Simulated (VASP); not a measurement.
Input:

```yaml
crystal:
  lattice:
    - [0.00000, 2.94139, 2.94139]
    - [2.94139, 0.00000, 2.94139]
    - [2.94139, 2.94139, 0.00000]
  atoms:
    - { symbol: Cd, position: [0.00000, 0.00000, 0.00000] }
    - { symbol: S, position: [0.25000, 0.25000, 0.25000] }
```

Level of theory: MS2 meta-GGA, VASP's PBE PAW potentials (set 64) (plane waves; VASP). Numerical set-up: 520 eV cut-off, 7×7×7 Γ-centred mesh, Gaussian smearing of 0.050 eV, potentials Cd S.

### Question
Estimate the energy per atom (σ→0), band gap (on the k-mesh) with the smallest direct gap where there is one.

### Answer

```json
{
 "band gap (on the k-mesh)": "1.43 eV",
 "smallest direct gap (on the k-mesh)": "1.43 eV",
 "energy per atom (σ→0)": "-377.6 kJ/mol of atoms"
}
```

Only differences to runs with the same potentials and settings are physical.

The compound is CdS in the zinc blende structure, a metastable form; wurtzite is the usual one. It was relaxed first. The start is the result of an earlier pass.
